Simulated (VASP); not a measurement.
Input:

```
CuI
1.0
    0.00000     2.98143     2.98143
    2.98143     0.00000     2.98143
    2.98143     2.98143     0.00000
Cu I
1 1
Direct
  0.00000   0.00000   0.00000
  0.25000   0.25000   0.25000
```

Computed with MS2 meta-GGA, VASP's PBE PAW potentials (set 64) (plane waves; VASP 6.6.1). Settings: 520 eV cut-off, 8×8×8 Γ-centred mesh, Gaussian smearing of 0.050 eV, potentials Cu I.

Question: Give the energy at these volumes per atom, relative to the lowest: 24.74, 25.53, 26.32, 27.11, 27.89 Å³.

Answer: 18.8, 5.3, 0.0, 1.7, 9.0 meV/atom. A third-order Birch-Murnaghan fit gives B0 = 44.9 GPa and B0′ = 5.2.

The compound is CuI in the zinc blende structure. It was relaxed first.
